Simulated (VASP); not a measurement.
Here is the system:

```
CdO
1.0
    0.00000     2.35876     2.35876
    2.35876     0.00000     2.35876
    2.35876     2.35876     0.00000
Cd O
1 1
Direct
  0.00000   0.00000   0.00000
  0.50000   0.50000   0.50000
```

Method: vdW-DF-cx, VASP's PBE PAW potentials (set 64) (plane waves; VASP 6.6.1). Run with 520 eV cut-off, Gaussian smearing of 0.050 eV, potentials Cd O.

Problem. Give the energies of bands 2 to 10 at the high-symmetry points, in eV from the Fermi level.

Solution. 
| band | Γ | X | U | L | W |
|---|---|---|---|---|---|
| 2 | -6.64 | -7.09 | -7.07 | -7.58 | -6.82 |
| 3 | -6.64 | -6.07 | -6.62 | -7.21 | -6.76 |
| 4 | -6.64 | -5.96 | -6.46 | -7.21 | -6.76 |
| 5 | -6.34 | -5.96 | -6.05 | -6.10 | -5.96 |
| 6 | -6.34 | -5.65 | -5.93 | -6.10 | -5.75 |
| 7 | -1.28 | -4.26 | -3.34 | -3.77 | -2.93 |
| 8 | -1.28 | -2.25 | -2.83 | 0.02 | -2.93 |
| 9 | -1.28 | -2.25 | -1.22 | 0.02 | -1.84 |
| 10 | -0.46 | 3.76 | 5.31 | 4.42 | 5.87 |

It has no gap at this level: it comes out as a metal or semimetal.

The compound is CdO in the rock salt structure. It was relaxed first.
